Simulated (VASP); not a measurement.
Input:

```
CELL_PARAMETERS angstrom
      0.00000     3.82251     3.82251
      3.82251     0.00000     3.82251
      3.82251     3.82251     0.00000
ATOMIC_POSITIONS crystal
  Cs 0.00000 0.00000 0.00000
  I  0.50000 0.50000 0.50000
```

Method: PBEsol GGA, VASP's PBE PAW potentials (set 64) (plane waves; VASP). Run with 400 eV cut-off, 7×7×7 Γ-centred mesh, tetrahedra with Blöchl corrections, potentials Cs_sv I.

Problem. The job: CsI (space group Fm-3m), 2 atoms, PBEsol, static run, 400 eV, 7×7×7 Γ-centred mesh. Roughly how much core time does it take on a busy server core?

Solution. About 10 core-seconds (one run on a shared machine, a rough figure). It had 20 irreducible k-points, 12 bands, up to 2085 plane waves and 15 electronic steps.

The structure comes from a computed database's CsI entry (Fm-3m); how it stands against other phases isn't given here. It was relaxed first, which changed the volume by -6 %.
